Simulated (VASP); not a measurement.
An input for Quantum ESPRESSO's pw.x (written as the equivalent of a VASP run, and not itself run):

```
&CONTROL
  calculation = 'scf'
  pseudo_dir = './pseudo'
  outdir = './out'
  tprnfor = .true.
  tstress = .true.
/
&SYSTEM
  ibrav = 0
  nat = 3
  ntyp = 1
  ecutwfc = 86
  occupations = 'smearing'
  smearing = 'gaussian'
  degauss = 0.003675
  input_dft = 'pbe'
/
&ELECTRONS
  conv_thr = 0.00073
  electron_maxstep = 100
/
ATOMIC_SPECIES
  Se 78.971 Se.upf
CELL_PARAMETERS angstrom
     2.2287000   -3.8602220    0.0000000
     2.2287000    3.8602220    0.0000000
     0.0000000    0.0000000    5.0490000
ATOMIC_POSITIONS crystal
  Se   0.0000000  0.2250000  0.6666670
  Se   0.7750000  0.7750000  0.0000000
  Se   0.2250000  0.0000000  0.3333330
K_POINTS automatic
  5 5 4 0 0 0
```

Q: Write the VASP files for the same calculation (PBE).

A: Several could match; the one computed here: 
INCAR:
```
SYSTEM = Se
PREC = Accurate
ENCUT = 400
EDIFF = 1E-2
NELM = 100
ALGO = Normal
LREAL = .FALSE.
LASPH = .TRUE.
ISMEAR = 0
SIGMA = 0.05
GGA = PE
LMAXMIX = 4
LWAVE = .FALSE.
LCHARG = .FALSE.
ISIF = 2
```

**POSCAR**
```
Se
1
    2.2287000000    -3.8602220000     0.0000000000
    2.2287000000     3.8602220000     0.0000000000
    0.0000000000     0.0000000000     5.0490000000
Se
3
Direct
  0.0000000000   0.2250000000   0.6666670000
  0.7750000000   0.7750000000   0.0000000000
  0.2250000000   0.0000000000   0.3333330000
```

File KPOINTS:
```
Automatic mesh
0
Gamma
5 5 4
0 0 0
```

POTCAR, in this order: Se (PBE.64 set). Program: vasp_std.

What does not carry over: the potentials are each code's own (VASP's PAW set, PseudoDojo norm-conserving files in pw.x), so ENCUT and ecutwfc are chosen apart and not converted; conv_thr bounds pw.x's estimated SCF error, while EDIFF bounds the energy change between steps.

The compound is Se in the trig structure. The cell was not relaxed at this level. The run is one of a series of settings (EDIFF = 1E-2 against the base run), some of them coarse on purpose.
